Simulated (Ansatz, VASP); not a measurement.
Two plane-wave programs on CdSnSe2

```
Cd Sn Se
1.0
     5.62020    0.00000    0.00000
     0.00000    5.62020    0.00000
     0.00000    0.00000    3.15024
Cd Sn Se
1 1 2
Direct
  0.50000 0.50000 0.50000
  0.00000 0.00000 0.00000
  0.50000 0.00000 0.00000
  0.00000 0.50000 0.00000
```

Alike in both runs: task relaxation of cell and atoms; functional PBE; k mesh 8 × 8 × 14; occupations gaussian, width 0.1 eV; no spin polarisation.

|  | VASP | Ansatz |
| --- | --- | --- |
| version | VASP 6.6.1 | Ansatz 0.2.0 |
| potentials or method | VASP PAW PBE potentials, release 64 (Cd, Sn_d, Se) | scalar-relativistic, plane waves, PAW |
| plane-wave cutoff (eV) | 600 | 420 |
| valence electrons in the cell | 38 | 66 |

```csv
,VASP,Ansatz,Ansatz less VASP
"gap on the k mesh at the Fermi level, each at its own relaxed structure (eV)",none,none,-
relaxed volume (Å³/atom),25.00,24.99,-0.012
relaxed cell length with the largest relative difference (Å),3.069,3.066,-0.0031
energy change over the relaxation (meV/atom),-6,-6,+0.1
```

A gap of «none» marks a metal or a gap that the smearing closes. The two sets of potentials don't hold the same shells in valence.
